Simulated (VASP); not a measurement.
# Lattice of Ga2O3 across functionals and dispersion corrections, part 2 of 4

Which functional gives the lattice of Ga2O3 as experiment finds it, and is a dearer one worth its cost? LASPH is on for some levels and off for others; the table marks which. The start is a cell from a database of measured crystal structures.

VASP 6.6.1, plane waves and PAW; the level of theory is named at each step.

So far. Step 2 (Relaxation with LDA): It ends with a largest force of 0.009 eV/Å and a pressure of 0.03 GPa. The volume lies -1.6 % from that of the database's start, which holds the thermal and zero-point expansion of its experiment. The conventional cell has a = 12.154, b = 3.022 and c = 5.762 Å.

## (3) Relaxation with PBE

This step: PBE; plane waves and PAW (Ga_d, O) (VASP 6.6.1).

PBE, the usual starting point, adds the gradient of the density.

INCAR reads:

```
SYSTEM = Ga2O3
PREC = Accurate
ENCUT = 560
EDIFF = 1E-06
NELM = 100
ISMEAR = -1
SIGMA = 0.05
LREAL = .FALSE.
ALGO = Normal
GGA = PE
NBANDS = 54
LORBIT = 11
LWAVE = .FALSE.
LCHARG = .FALSE.
KPAR = 8
IBRION = 2
NSW = 60
ISIF = 3
EDIFFG = -0.01
```

POSCAR reads:

```
Ga2O3
1.0
    0.0000000000      3.0371000000      0.0000000000
   -1.3859888959      0.0000000000      5.6300087380
    6.1070000000     -1.5185500000      0.0000000000
Ga O
4 6
Direct
    0.0905000000      0.7946000000      0.1810000000
    0.9095000000      0.2054000000      0.8190000000
    0.6586600000      0.3140200000      0.3173200000
    0.3413400000      0.6859800000      0.6826800000
    0.1645000000      0.1098000000      0.3290000000
    0.8355000000      0.8902000000      0.6710000000
    0.1733000000      0.5632000000      0.3466000000
    0.8267000000      0.4368000000      0.6534000000
    0.4959000000      0.2566000000      0.9918000000
    0.5041000000      0.7434000000      0.0082000000
```

KPOINTS reads:

```
Automatic mesh
0
Gamma
7 4 7
0 0 0
```

The projector-augmented-wave data sets are Ga_d and O (PBE family, release 64).

Command:

```console
$ mpirun -np 8 vasp_std
```

Output:

```text
[banner, memory and clock lines left out]
running    8 mpi-ranks, on    1 nodes
 distrk:  each k-point on    1 cores,    8 groups
 distr:  one band on    1 cores,    1 groups

 POSCAR found type information on POSCAR GaO
 POSCAR found :  2 types and      10 ions
 [... a notice as in an earlier step ...]

 LDA part: xc-table for (Slater+PW92), standard interpolation
 POSCAR, INCAR and KPOINTS ok, starting setup
 FFT: planning ... GRIDC
 FFT: planning ... GRID_SOFT
 FFT: planning ... GRID
 WAVECAR not read
 entering main loop
       N       E                     dE             d eps       ncg     rms          rms(c)
DAV:   1     0.126044476240E+04    0.12604E+04   -0.42259E+04  7614   0.313E+03
DAV:   2     0.213114034642E+03   -0.10473E+04   -0.98879E+03  6664   0.849E+02
DAV:   3    -0.464347515427E+02   -0.25955E+03   -0.25220E+03  7502   0.271E+02
DAV:   4    -0.679560510898E+02   -0.21521E+02   -0.21284E+02  7888   0.839E+01
DAV:   5    -0.687805073362E+02   -0.82446E+00   -0.82248E+00  8524   0.167E+01    0.177E+01
DAV:   6    -0.593498723945E+02    0.94306E+01   -0.32368E+01 12024   0.638E+01    0.485E+00
DAV:   7    -0.595437449814E+02   -0.19387E+00   -0.34702E+00  7134   0.104E+01    0.347E+00
DAV:   8    -0.595263935275E+02    0.17351E-01   -0.55295E-01  9690   0.795E+00    0.132E+00
DAV:   9    -0.594900085624E+02    0.36385E-01   -0.16304E-01  9696   0.550E+00    0.250E-01
DAV:  10    -0.594914916366E+02   -0.14831E-02   -0.23178E-02  8798   0.121E+00    0.163E-01
DAV:  11    -0.594918443298E+02   -0.35269E-03   -0.29925E-03  7776   0.692E-01    0.930E-02
DAV:  12    -0.594919110509E+02   -0.66721E-04   -0.93581E-04  9078   0.485E-01    0.193E-02
DAV:  13    -0.594919245995E+02   -0.13549E-04   -0.15524E-04  9756   0.104E-01    0.838E-03
DAV:  14    -0.594919265569E+02   -0.19574E-05   -0.36859E-05  7864   0.679E-02    0.100E-02
DAV:  15    -0.594919253477E+02    0.12091E-05   -0.64576E-06  8070   0.274E-02    0.349E-03
DAV:  16    -0.594919253626E+02   -0.14848E-07   -0.25087E-06  4774   0.160E-02
   1 F= -.59491925E+02 E0= -.59491925E+02  d E =-.594919E+02
 curvature:   0.00 expect dE= 0.000E+00 dE for cont linesearch  0.000E+00
 trial: gam= 0.00000 g(F)=  0.111E-01 g(S)=  0.620E+00 ort = 0.000E+00 (trialstep = 0.100E+01)
 search vector abs. value=  0.632E+00
 bond charge predicted
       N       E                     dE             d eps       ncg     rms          rms(c)
DAV:   1    -0.651941917552E+02   -0.57023E+01   -0.10608E+02  9784   0.130E+02    0.156E+01
DAV:   2    -0.607703044487E+02    0.44239E+01   -0.11628E+01  9288   0.336E+01    0.663E+00
DAV:   3    -0.596902048764E+02    0.10801E+01   -0.17962E+00 10152   0.227E+01    0.198E+00
DAV:   4    -0.595414212992E+02    0.14878E+00   -0.35901E-01 10634   0.577E+00    0.473E-01
DAV:   5    -0.595347162473E+02    0.67051E-02   -0.84570E-02  7506   0.285E+00    0.207E-01
DAV:   6    -0.595320872565E+02    0.26290E-02   -0.66981E-03  8126   0.123E+00    0.462E-02
DAV:   7    -0.595321328687E+02   -0.45612E-04   -0.15794E-03  7826   0.763E-01    0.245E-02
DAV:   8    -0.595321975220E+02   -0.64653E-04   -0.56197E-04  8744   0.174E-01    0.167E-02
DAV:   9    -0.595321953387E+02    0.21832E-05   -0.35692E-05 10450   0.112E-01    0.925E-03
DAV:  10    -0.595321961214E+02   -0.78270E-06   -0.20941E-05  7614   0.303E-02    0.269E-03
DAV:  11    -0.595321960312E+02    0.90235E-07   -0.18335E-06  4652   0.195E-02
   2 F= -.59532196E+02 E0= -.59532196E+02  d E =-.402707E-01
[... from here on, the cycles between the ionic steps are left out ...]
   3 F= -.59652350E+02 E0= -.59652350E+02  d E =-.160425E+00
   4 F= -.59652320E+02 E0= -.59652320E+02  d E =-.160395E+00
   5 F= -.59654626E+02 E0= -.59654626E+02  d E =-.230614E-02
   6 F= -.59654734E+02 E0= -.59654734E+02  d E =-.241340E-02
   7 F= -.59655328E+02 E0= -.59655328E+02  d E =-.594040E-03
   8 F= -.59655334E+02 E0= -.59655334E+02  d E =-.600073E-03
   9 F= -.59655664E+02 E0= -.59655664E+02  d E =-.329885E-03
  10 F= -.59655697E+02 E0= -.59655697E+02  d E =-.363598E-03
  11 F= -.59655883E+02 E0= -.59655883E+02  d E =-.185810E-03
  12 F= -.59655886E+02 E0= -.59655886E+02  d E =-.188896E-03
  13 F= -.59655961E+02 E0= -.59655961E+02  d E =-.751691E-04
  14 F= -.59655976E+02 E0= -.59655976E+02  d E =-.893443E-04
  15 F= -.59656019E+02 E0= -.59656019E+02  d E =-.432702E-04
  16 F= -.59656031E+02 E0= -.59656031E+02  d E =-.555799E-04
  17 F= -.59656060E+02 E0= -.59656060E+02  d E =-.284914E-04
  18 F= -.59656069E+02 E0= -.59656069E+02  d E =-.376970E-04
  19 F= -.59656072E+02 E0= -.59656072E+02  d E =-.408300E-04
  20 F= -.59656073E+02 E0= -.59656073E+02  d E =-.412763E-04
  21 F= -.59656073E+02 E0= -.59656073E+02  d E =-.421345E-04
  22 F= -.59656073E+02 E0= -.59656073E+02  d E =-.419734E-04
  23 F= -.59656090E+02 E0= -.59656090E+02  d E =-.163136E-04
  24 F= -.59656095E+02 E0= -.59656095E+02  d E =-.220771E-04
  25 F= -.59656083E+02 E0= -.59656083E+02  d E =-.974603E-05
  26 F= -.59656096E+02 E0= -.59656096E+02  d E =-.223406E-04
 curvature:  -0.12 expect dE=-0.436E-05 dE for cont linesearch -0.622E-09
 trial: gam= 0.18272 g(F)=  0.307E-04 g(S)=  0.559E-05 ort =-0.116E-05 (trialstep = 0.553E+00)
 search vector abs. value=  0.445E-04
 bond charge predicted
       N       E                     dE             d eps       ncg     rms          rms(c)
DAV:   1    -0.596561077668E+02   -0.12221E-04   -0.30851E-03  6504   0.268E-01    0.188E-02
DAV:   2    -0.596561132178E+02   -0.54510E-05   -0.11116E-04  8490   0.872E-02    0.106E-02
DAV:   3    -0.596561118532E+02    0.13646E-05   -0.92595E-06  7618   0.282E-02    0.438E-03
DAV:   4    -0.596561114847E+02    0.36857E-06   -0.10560E-06  4260   0.228E-02
  27 F= -.59656111E+02 E0= -.59656111E+02  d E =-.159231E-04
 trial-energy change:   -0.000016  1 .order   -0.000017   -0.000020   -0.000013
 step:   1.6076(harm=  1.6076)  dis= 0.00105  next Energy=   -59.656125 (dE=-0.290E-04)
 reached required accuracy - stopping structural energy minimisation
```

The job ended after 6.1 min (8 MPI ranks of AMD EPYC 9R45, shared host; peak memory 3.5 GiB).

Parts of OUTCAR (step 3):

```text
The static configuration has the point symmetry C_2h.

 Found     60 irreducible k-points:

   NELECT =      88.0000    total number of electrons

 E-fermi :   4.4663

 k-point     1 :       0.0000    0.0000    0.0000
  band No.  band energies     occupation
    ...
     40       2.7120      2.00000
     41       2.7474      2.00000
     42       2.9497      2.00000
     43       3.1335      2.00000
     44       3.3953      2.00000
     45       5.3792      0.00000
     46       8.7366      0.00000
     47       9.6486      0.00000
     48       9.8344      0.00000
     49      10.9321      0.00000
    ...

 k-point     2 :       0.1429    0.0000    0.0000
  band No.  band energies     occupation
    ...
     40       2.3268      2.00000
     41       2.5073      2.00000
     42       2.8640      2.00000
     43       3.0416      2.00000
     44       3.3930      2.00000
     45       6.4486      0.00000
     46       9.0728      0.00000
     47       9.8705      0.00000
     48      10.4603      0.00000
     49      11.5084      0.00000
    ...

  Total        0.0434690      0.0251671      0.0185990      0.0000000      0.0000000      0.0295135
  in kB        0.6334474      0.3667448      0.2710328      0.0000000      0.0000000      0.4300834
  external PRESSURE =       0.4237416 kB  Pullay stress =       0.0000000 kB

  energy-cutoff  :      560.00
  volume of cell :      109.95
      direct lattice vectors                 reciprocal lattice vectors
     0.000000000  3.086987022  0.000000000     0.080209438  0.323940461  0.019709461
    -1.403941983  0.000000000  5.713469147    -0.000310017  0.000000000  0.174948832
     6.230967182 -1.543493511  0.011041552     0.160418876  0.000000000  0.039418922

 POSITION                                       TOTAL-FORCE (eV/Angst)
 -----------------------------------------------------------------------------------
      0.00565      0.00000      4.54363         0.000417      0.000000     -0.002158
      4.82138      1.54349      1.18088        -0.000417     -0.000000      0.002158
      1.53357      1.54349      1.79874        -0.002539      0.000000     -0.002037
      3.29345      0.00000      3.92577         0.002539      0.000000      0.002037
      1.88802     -0.00000      0.62711        -0.007064      0.000000     -0.004642
      2.93900      1.54349      5.09740         0.007064      0.000000      0.004642
      1.37099     -0.00000      3.22665         0.004296      0.000000     -0.000081
      3.45603      1.54349      2.49786        -0.004296      0.000000      0.000081
      5.81984      0.00000      1.47715        -0.001743     -0.000000     -0.006170
     -0.99281      1.54349      4.24736         0.001743      0.000000      0.006170
 -----------------------------------------------------------------------------------
    total drift:                                0.000000      0.000000      0.000000

  FREE ENERGIE OF THE ION-ELECTRON SYSTEM (eV)
  ---------------------------------------------------
  free  energy   TOTEN  =       -59.6561114847 eV

  energy  without entropy=      -59.6561114843  energy(sigma->0) =      -59.65611148

 total charge
# of ion       s       p       d       tot
------------------------------------------
    1        0.725   0.820  10.243  11.787
    2        0.725   0.820  10.243  11.787
    3        0.652   0.675  10.214  11.541
    4        0.652   0.675  10.214  11.541
    5        1.552   3.491   0.000   5.043
    6        1.552   3.491   0.000   5.043
    7        1.557   3.478   0.000   5.035
    8        1.557   3.478   0.000   5.035
    9        1.548   3.521   0.000   5.069
   10        1.548   3.521   0.000   5.069
--------------------------------------------------
tot         12.068  23.968  40.914  76.950

[... 8 parts as in an earlier step ...]

[... 5 further parts left out ...]
```

CONTCAR:

```
Ga2O3
   1.00000000000000
     0.0000000000000000    3.0869870222579543    0.0000000000000000
    -1.4039419825534953    0.0000000000000000    5.7134691470964674
     6.2309671818617067   -1.5434935111289771    0.0110415521958731
  Ga              O
     4     6
Direct
     0.0900056753619786    0.7949010952750990    0.1800113507239571
     0.9099943246380213    0.2050989047249011    0.8199886492760430
     0.6584591008714364    0.3142112850699023    0.3169182017428801
     0.3415408991285636    0.6857887149300980    0.6830817982571200
     0.1637972241641237    0.1091263583185745    0.3275944483282546
     0.8362027758358764    0.8908736416814255    0.6724055516717458
     0.1735622827402828    0.5640743785253737    0.3471245654805726
     0.8264377172597173    0.4359256214746263    0.6528754345194271
     0.4959197412115345    0.2566222168674492    0.9918394824230690
     0.5040802587884654    0.7433777831325510    0.0081605175769308
```

Relaxation path (22 of 27):

| step | energy less that of the first step (eV) | largest force (eV/Å) | pressure (GPa) | volume (Å³) |
| --- | --- | --- | --- | --- |
| 1 | 0.0000 | 0.2505 | 10.03 | 104.42 |
| 2 | -0.0403 | 0.3986 | -7.13 | 114.62 |
| 3 | -0.1604 | 0.1641 | 0.05 | 109.69 |
| 5 | -0.1627 | 0.0703 | 0.12 | 109.78 |
| 6 | -0.1628 | 0.0525 | 0.17 | 109.74 |
| 7 | -0.1634 | 0.0389 | -0.15 | 109.93 |
| 8 | -0.1634 | 0.0386 | -0.18 | 109.95 |
| 10 | -0.1638 | 0.0252 | 0.19 | 109.81 |
| 11 | -0.1640 | 0.0205 | 0.03 | 109.91 |
| 12 | -0.1640 | 0.0209 | 0.05 | 109.91 |
| 13 | -0.1640 | 0.0175 | -0.03 | 109.95 |
| 15 | -0.1641 | 0.0129 | 0.06 | 109.94 |
| 16 | -0.1641 | 0.0117 | 0.10 | 109.92 |
| 17 | -0.1641 | 0.0108 | -0.02 | 109.94 |
| 18 | -0.1641 | 0.0117 | -0.03 | 109.95 |
| 20 | -0.1641 | 0.0131 | 0.02 | 109.96 |
| 21 | -0.1641 | 0.0137 | -0.03 | 109.97 |
| 22 | -0.1641 | 0.0142 | -0.05 | 109.96 |
| 23 | -0.1642 | 0.0133 | 0.01 | 109.96 |
| 25 | -0.1642 | 0.0157 | 0.06 | 109.94 |
| 26 | -0.1642 | 0.0119 | -0.01 | 109.95 |
| 27 | -0.1642 | 0.0085 | 0.04 | 109.95 |

| cell as run | before | after | change |
| --- | --- | --- | --- |
| a (Å) | 3.037 | 3.087 | +1.6 % |
| b (Å) | 5.798 | 5.883 | +1.5 % |
| c (Å) | 6.293 | 6.419 | +2.0 % |
| α (°) | 103.41 | 103.29 | -0.1 % |
| β (°) | 103.96 | 103.91 | -0.0 % |
| volume (Å³/atom) | 10.44 | 10.99 | +5.3 % |

The relaxed structure:

```cif
data_structure
_symmetry_space_group_name_H-M 'P 1'
_symmetry_Int_Tables_number 1
_cell_length_a 3.0870
_cell_length_b 5.8834
_cell_length_c 6.4193
_cell_angle_alpha 103.294
_cell_angle_beta 103.913
_cell_angle_gamma 90.000
_cell_volume 109.95
loop_
_atom_site_label
_atom_site_type_symbol
_atom_site_fract_x
_atom_site_fract_y
_atom_site_fract_z
_atom_site_occupancy
Ga1 Ga 0.09001 0.79490 0.18001 1
Ga2 Ga 0.90999 0.20510 0.81999 1
Ga3 Ga 0.65846 0.31421 0.31692 1
Ga4 Ga 0.34154 0.68579 0.68308 1
O5 O 0.16380 0.10913 0.32759 1
O6 O 0.83620 0.89087 0.67241 1
O7 O 0.17356 0.56407 0.34712 1
O8 O 0.82644 0.43593 0.65288 1
O9 O 0.49592 0.25662 0.99184 1
O10 O 0.50408 0.74338 0.00816 1
```

Numbers from this step:

```
free energy (TOTEN)             : -59.6561 eV
Fermi energy                    : 4.466 eV
pressure                        : 0.04237 GPa
SCF cycles over all ionic steps : 153
gap on the k-mesh               : 1.965 eV
least direct gap on the k-mesh  : 1.984 eV
```

It ends at 10.99 Å³/atom, +5.3 % from the start, with 0.04 GPa left. The conventional cell has a = 12.462, b = 3.087 and c = 5.883 Å.

## (4) Relaxation with r2SCAN

This step: r2SCAN; plane waves and PAW (Ga_d, O) (VASP 6.6.1).

r2SCAN adds the kinetic-energy density, costs more than a GGA and is run with LASPH.

Changes to INCAR since step 3:

```diff
@@ -9,3 +9,4 @@
 ALGO = Normal
-GGA = PE
+METAGGA = R2SCAN
+LASPH = .TRUE.
 NBANDS = 54
```

POSCAR is that of step 3.

KPOINTS is that of step 3.

Command:

```console
$ mpirun -np 8 vasp_std
```

Output:

```text
[banner, memory and clock lines left out]
running    8 mpi-ranks, on    1 nodes
[...]
[... a notice as in an earlier step ...]

 [... a notice as in an earlier step ...]

 LDA part: xc-table for (None), standard interpolation
 POSCAR, INCAR and KPOINTS ok, starting setup
[...]
entering main loop
       N       E                     dE             d eps       ncg     rms          rms(c)
DAV:   1     0.122821862366E+04    0.12282E+04   -0.43184E+04  7620   0.320E+03
DAV:   2     0.156940781612E+03   -0.10713E+04   -0.10116E+04  6688   0.870E+02
DAV:   3    -0.106734082641E+03   -0.26367E+03   -0.25586E+03  7488   0.276E+02
DAV:   4    -0.128437590016E+03   -0.21704E+02   -0.21473E+02  7874   0.852E+01
[...]
DAV:  14    -0.102439462831E+03    0.22905E-04   -0.63992E-05  9724   0.921E-02    0.100E-02
DAV:  15    -0.102439461428E+03    0.14035E-05   -0.37658E-05  8924   0.584E-02    0.785E-03
DAV:  16    -0.102439461415E+03    0.12487E-07   -0.83051E-06  7584   0.270E-02
   1 F= -.10243946E+03 E0= -.10243946E+03  d E =-.102439E+03
[... from here on, the cycles between the ionic steps are left out ...]
   2 F= -.10243714E+03 E0= -.10243714E+03  d E =0.231916E-02
   3 F= -.10245362E+03 E0= -.10245362E+03  d E =-.141609E-01
   4 F= -.10245361E+03 E0= -.10245361E+03  d E =-.141527E-01
   5 F= -.10245384E+03 E0= -.10245384E+03  d E =-.222995E-03
   6 F= -.10245387E+03 E0= -.10245387E+03  d E =-.254123E-03
   7 F= -.10245400E+03 E0= -.10245400E+03  d E =-.131555E-03
   8 F= -.10245402E+03 E0= -.10245402E+03  d E =-.149744E-03
   9 F= -.10245402E+03 E0= -.10245402E+03  d E =-.152714E-03
  10 F= -.10245406E+03 E0= -.10245406E+03  d E =-.416419E-04
  11 F= -.10245406E+03 E0= -.10245406E+03  d E =-.421441E-04
  12 F= -.10245409E+03 E0= -.10245409E+03  d E =-.222949E-04
 trial-energy change:   -0.000022  1 .order   -0.000022   -0.000038   -0.000006
 step:   1.1386(harm=  1.1386)  dis= 0.00078  next Energy=  -102.454086 (dE=-0.226E-04)
 reached required accuracy - stopping structural energy minimisation
```

Wall time 12 min (8 MPI ranks); peak memory 3.6 GiB.

Parts of OUTCAR (step 4):

```text
  Total       -0.0178986      0.0163271      0.0222031      0.0000000      0.0000000     -0.0099358
  in kB       -0.2709859      0.2471927      0.3361567      0.0000000      0.0000000     -0.1504282
  external PRESSURE =       0.1041212 kB  Pullay stress =       0.0000000 kB

 POSITION                                       TOTAL-FORCE (eV/Angst)
 -----------------------------------------------------------------------------------
      0.00893      0.00000      4.49689        -0.004451      0.000000      0.002543
      4.74085      1.52351      1.16008         0.004451      0.000000     -0.002543
      1.51045      1.52351      1.78133        -0.000233     -0.000000      0.006242
      3.23933      0.00000      3.87564         0.000233     -0.000000     -0.006242
      1.86936     -0.00000      0.62049         0.003834     -0.000000      0.003500
      2.88043      1.52351      5.03648        -0.003834      0.000000     -0.003500
      1.34526     -0.00000      3.18445         0.000835      0.000000      0.002769
      3.40452      1.52351      2.47253        -0.000835     -0.000000     -0.002769
      5.73899      0.00000      1.45083        -0.003564      0.000000     -0.003066
     -0.98921      1.52351      4.20615         0.003564     -0.000000      0.003066
 -----------------------------------------------------------------------------------
    total drift:                               -0.000000      0.000000     -0.000000

  FREE ENERGIE OF THE ION-ELECTRON SYSTEM (eV)
  ---------------------------------------------------
  free  energy   TOTEN  =      -102.4540854363 eV

  energy  without entropy=     -102.4540854363  energy(sigma->0) =     -102.45408544

[... 2 parts as in an earlier step ...]

[... 2 further parts left out ...]
[key lines of the parts left out:]
E-fermi :   4.4221
```

The PAW data sets were made with PBE, which is usual practice but a small mismatch for other functionals.

Relaxation path:

| step | energy less that of the first step (eV) | largest force (eV/Å) | pressure (GPa) | volume (Å³) |
| --- | --- | --- | --- | --- |
| 1 | 0.0000 | 0.1758 | 2.87 | 104.42 |
| 2 | 0.0023 | 0.1925 | -2.91 | 107.28 |
| 3 | -0.0142 | 0.0313 | 0.06 | 105.78 |
| 4 | -0.0142 | 0.0338 | 0.00 | 105.81 |
| 5 | -0.0144 | 0.0410 | -0.13 | 105.87 |
| 6 | -0.0144 | 0.0243 | -0.03 | 105.85 |
| 7 | -0.0145 | 0.0106 | -0.03 | 105.84 |
| 8 | -0.0146 | 0.0153 | -0.02 | 105.84 |
| 9 | -0.0146 | 0.0169 | -0.01 | 105.84 |
| 10 | -0.0146 | 0.0105 | 0.00 | 105.82 |
| 11 | -0.0146 | 0.0105 | 0.01 | 105.82 |
| 12 | -0.0146 | 0.0062 | 0.01 | 105.82 |

| cell as run | before | after | change |
| --- | --- | --- | --- |
| a (Å) | 3.037 | 3.047 | +0.3 % |
| b (Å) | 5.798 | 5.823 | +0.4 % |
| c (Å) | 6.293 | 6.328 | +0.5 % |
| α (°) | 103.41 | 103.39 | -0.0 % |
| β (°) | 103.96 | 103.93 | -0.0 % |
| volume (Å³/atom) | 10.44 | 10.58 | +1.3 % |

Final coordinates:

```cif
data_structure
_symmetry_space_group_name_H-M 'P 1'
_symmetry_Int_Tables_number 1
_cell_length_a 3.0470
_cell_length_b 5.8233
_cell_length_c 6.3275
_cell_angle_alpha 103.390
_cell_angle_beta 103.932
_cell_angle_gamma 90.000
_cell_volume 105.82
loop_
_atom_site_label
_atom_site_type_symbol
_atom_site_fract_x
_atom_site_fract_y
_atom_site_fract_z
_atom_site_occupancy
Ga1 Ga 0.09082 0.79519 0.18164 1
Ga2 Ga 0.90918 0.20481 0.81836 1
Ga3 Ga 0.65865 0.31489 0.31730 1
Ga4 Ga 0.34135 0.68511 0.68270 1
O5 O 0.16461 0.10959 0.32922 1
O6 O 0.83539 0.89041 0.67078 1
O7 O 0.17331 0.56301 0.34662 1
O8 O 0.82669 0.43699 0.65338 1
O9 O 0.49626 0.25616 0.99252 1
O10 O 0.50374 0.74384 0.00748 1
```

It ends at 10.58 Å³/atom, +1.3 % from the start, with 0.01 GPa left. The conventional cell has a = 12.283, b = 3.047 and c = 5.823 Å.

(Continued in part 3 of 4.)

[Lines on the potential files, build, host, timing and source positions are cut from VASP's logs without a mark.]

[Logs are printed without paths, hosts, clocks, repeated set-up lines and the standing remarks that a program may print on its own settings, such as how far it seeks lower states.]

[Hosts, paths, dates, database ids (printed as entryN), source tags and the programs' standing remarks are cut or masked in the printed files.]

[A measured line is paired with the nearest computed mode of its activity, which favours agreement.]
